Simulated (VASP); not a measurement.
Method: LDA (Ceperley-Alder, Perdew-Zunger), VASP's LDA PAW potentials (set 64) (plane waves; VASP).

The input files of a VASP run:

**INCAR**
```
! general
SYSTEM =HgTe
PREC   =Accurate
ENCUT  =500
LREAL  =.FALSE.
LASPH  =.TRUE.

! electronic loop
EDIFF  =1E-6
NELM   =100
ALGO   =Normal
LMAXMIX=6

! smearing
ISMEAR =1
SIGMA  =0.1

! ions
IBRION =2
NSW    =40
ISIF   =3
EDIFFG =-0.02
PSTRESS=450

! output
LWAVE  =.FALSE.
LCHARG =.FALSE.
```

**POSCAR**
```
HgTe
1
    0.0000000000     2.9192872577     2.9192872577
    2.9192872577     0.0000000000     2.9192872577
    2.9192872577     2.9192872577     0.0000000000
Hg Te
1 1
Direct
  0.0000000000   0.0000000000   0.0000000000
  0.2500000000   0.2500000000   0.2500000000
```

### KPOINTS
```
Regular mesh
0
Gamma
  11 11 11
0 0 0
```

POTCAR, in this order: Hg Te (LDA.64 set). Program: vasp_std.

**Question.** What will the output report for the number of irreducible k-points (NKPTS), largest plane-wave count, number of space-group operations, FFT grid (NGX, NGY, NGZ)?

**Answer.** 
```json
{
  "number of irreducible k-points (NKPTS)": "56",
  "largest_plane_wave_count": "1295",
  "number_of_space_group_operations": "24",
  "FFT grid (NGX, NGY, NGZ)": "30 × 30 × 30"
}
```

The compound is HgTe in the zinc blende structure. This run relaxes it under an external pressure of 45 GPa. Symmetry was kept, so distortions that lower it aren't found.
